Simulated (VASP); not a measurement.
Output of a VASP run:

**OUTCAR**
```
 ion  position               nearest neighbor table
   1  0.000  0.000  0.000-
  LATTYP: Found a body centered tetragonal cell.
 ALAT       =     3.4849744542
 C/A-ratio  =     1.4707821048
 Subroutine PRICEL returns:
 Original cell was already a primitive cell.
 Subroutine GETGRP returns: Found 16 space group operations
The static configuration has the point symmetry D_4h.
The dynamic configuration has the point symmetry D_4h.
 Subroutine INISYM returns: Found 16 space group operations
 Subroutine IBZKPT returns following result:
 Found    163 irreducible k-points:

 Following reciprocal coordinates:
            Coordinates               Weight
  0.000000  0.000000  0.000000      1.000000
  0.083333 -0.000000  0.000000      8.000000
  0.166667  0.000000  0.000000      8.000000
  0.250000 -0.000000  0.000000      8.000000
  0.333333 -0.000000  0.000000      8.000000
  0.416667 -0.000000  0.000000      8.000000
  0.500000 -0.000000  0.000000      4.000000
  0.083333  0.083333  0.000000      2.000000
  0.166667  0.083333  0.000000      8.000000
  0.250000  0.083333  0.000000      8.000000
  0.333333  0.083333  0.000000      8.000000
  0.416667  0.083333  0.000000      8.000000
  0.500000  0.083333  0.000000      8.000000
 -0.416667  0.083333  0.000000      8.000000
 -0.333333  0.083333  0.000000      8.000000
 -0.250000  0.083333  0.000000      8.000000
 -0.166667  0.083333  0.000000      8.000000
 -0.083333  0.083333  0.000000      4.000000
  0.166667  0.166667  0.000000      2.000000
  0.250000  0.166667  0.000000      8.000000
  0.333333  0.166667  0.000000      8.000000
  0.416667  0.166667  0.000000      8.000000
  0.500000  0.166667  0.000000      8.000000
 -0.416667  0.166667  0.000000      8.000000
 -0.333333  0.166667  0.000000      8.000000
 -0.250000  0.166667  0.000000      8.000000
 -0.166667  0.166667  0.000000      4.000000
  0.250000  0.250000  0.000000      2.000000
  0.333333  0.250000  0.000000      8.000000
  0.416667  0.250000  0.000000      8.000000
  0.500000  0.250000  0.000000      8.000000
 -0.416667  0.250000  0.000000      8.000000
 -0.333333  0.250000  0.000000      8.000000
 -0.250000  0.250000  0.000000      4.000000
  0.333333  0.333333  0.000000      2.000000
  0.416667  0.333333  0.000000      8.000000
  0.500000  0.333333  0.000000      8.000000
 -0.416667  0.333333  0.000000      8.000000
 -0.333333  0.333333  0.000000      4.000000
  0.416667  0.416667  0.000000      2.000000
   k-points           NKPTS =    163   k-points in BZ     NKDIM =    163   number of bands    NBANDS=     11
   number of dos      NEDOS =    301   number of ions     NIONS =      1
   total plane-waves  NPLWV =  21952
   dimension x,y,z NGX =    28 NGY =   28 NGZ =   28
   dimension x,y,z NGXF=    56 NGYF=   56 NGZF=   56
   ions per type =               1
   PREC   = accura    normal or accurate (medium, high low for compatibility)
   ISTART =      0    job   : 0-new  1-cont  2-samecut
   ICHARG =      2    charge: 1-file 2-atom 10-const
   ISPIN  =      1    spin polarized calculation?
   LNONCOLLINEAR =      F non collinear calculations
   LSORBIT =      F    spin-orbit coupling
   INIWAV =      1    electr: 0-lowe 1-rand  2-diag
   ENCUT  =  480.0 eV  35.28 Ry    5.94 a.u.   6.35  6.35  6.23*2*pi/ulx,y,z
   NELM   =    100;   NELMIN=  2; NELMDL= -5     # of ELM steps
   EDIFF  = 0.1E-06   stopping-criterion for ELM
   LREAL  =      F    real-space projection
   NLSPLINE    = F    spline interpolate recip. space projectors
   LMAXMIX     =    4 max onsite mixed and CHGCAR
   VOSKOWN=      0    Vosko Wilk Nusair interpolation
   EDIFFG = 0.1E-05   stopping-criterion for IOM
   NSW    =      0    number of steps for IOM
   NBLOCK =      1;   KBLOCK =      1    inner block; outer block
   IBRION =     -1    ionic relax: 0-MD 1-quasi-New 2-CG
...
```

OSZICAR:
```
       N       E                     dE             d eps       ncg     rms          rms(c)
DAV:   1     0.100244421957E+03    0.10024E+03   -0.70289E+03  3626   0.139E+03
DAV:   2     0.507112591396E+00   -0.99737E+02   -0.97695E+02  3673   0.317E+02
DAV:   3    -0.389465680704E+01   -0.44018E+01   -0.43748E+01  4294   0.788E+01
DAV:   4    -0.399335030729E+01   -0.98694E-01   -0.98631E-01  4245   0.130E+01
DAV:   5    -0.399776822633E+01   -0.44179E-02   -0.44177E-02  4549   0.249E+00    0.553E-01
DAV:   6    -0.398506630924E+01    0.12702E-01   -0.20133E-02  4308   0.270E+00    0.263E-01
DAV:   7    -0.398204996849E+01    0.30163E-02   -0.81417E-03  4279   0.160E+00    0.905E-02
DAV:   8    -0.398187538171E+01    0.17459E-03   -0.37211E-04  5058   0.397E-01    0.105E-02
DAV:   9    -0.398187293825E+01    0.24435E-05   -0.94921E-06  4362   0.624E-02    0.454E-03
DAV:  10    -0.398187282766E+01    0.11059E-06   -0.64852E-07  4009   0.974E-03    0.180E-04
DAV:  11    -0.398187280954E+01    0.18121E-07   -0.15494E-08  2165   0.174E-03
   1 F= -.39818728E+01 E0= -.39813110E+01  d E =-.168529E-02
```

OUTCAR:
```
------------------------ aborting loop because EDIFF is reached ----------------------------------------
  FORCE on cell =-STRESS in cart. coord.  units (eV):
  Direction    XX          YY          ZZ          XY          YZ          ZX
  --------------------------------------------------------------------------------------
  Total       -0.3473948     -0.3473948     -0.1646458      0.0000000      0.0000000      0.0000000
  in kB      -17.8820255    -17.8820255     -8.4750863      0.0000000      0.0000000      0.0000000
  external PRESSURE =     -14.7463791 kB  Pullay stress =       0.0000000 kB
  volume of cell :       31.13
      direct lattice vectors                 reciprocal lattice vectors
     0.000000000  2.464249069  2.562819032    -0.202901568  0.202901568  0.195097662
     2.464249069  0.000000000  2.562819032     0.202901568 -0.202901568  0.195097662
     2.464249069  2.464249069  0.000000000     0.202901568  0.202901568 -0.195097662
 POSITION                                       TOTAL-FORCE (eV/Angst)
 -----------------------------------------------------------------------------------
      0.00000      0.00000      0.00000         0.000000     -0.000000      0.000000
 -----------------------------------------------------------------------------------
    total drift:                               -0.000000     -0.000000     -0.000000
  FREE ENERGIE OF THE ION-ELECTRON SYSTEM (eV)
  ---------------------------------------------------
  free  energy   TOTEN  =        -3.9818728095 eV

  energy  without entropy=       -3.9801875209  energy(sigma->0) =       -3.98131105
```
(Selected blocks of OUTCAR.)

**POSCAR**
```
Pb
1
    0.0000000000     2.4642490688     2.5628190315
    2.4642490688     0.0000000000     2.5628190315
    2.4642490688     2.4642490688     0.0000000000
Pb
1
Direct
  0.0000000000   0.0000000000   0.0000000000
```

**Question.** Reconstruct the remaining input files.

**Answer.** Several could match; the one computed here: the input of the run itself, PBEsol GGA, plane waves, VASP's PBE PAW potentials (set 64).

**KPOINTS**
```
kpoints
0
Gamma
 12 12 12
0 0 0
```

INCAR:
```
PREC = Accurate
LWAVE = .False.
SIGMA = 0.1   ! width (eV)
LCHARG = .False.
NELM = 100
LMAXMIX = 4   ! l cut-off of mixed one-centre charges
LASPH = .True.   ! aspherical one-centre terms
LREAL = .False.
SYSTEM = Pb
ALGO = Normal
EDIFF = 1E-7   ! SCF stop (eV)
ENCUT = 480
GGA = PS
ISMEAR = 1
ISIF = 2   ! forces and stress, cell fixed
```

POTCAR, in this order: Pb_d (PBE.64 set). Program: vasp_std.

The compound is Pb in the fcc structure. This cell was strained or had an atom moved on purpose.
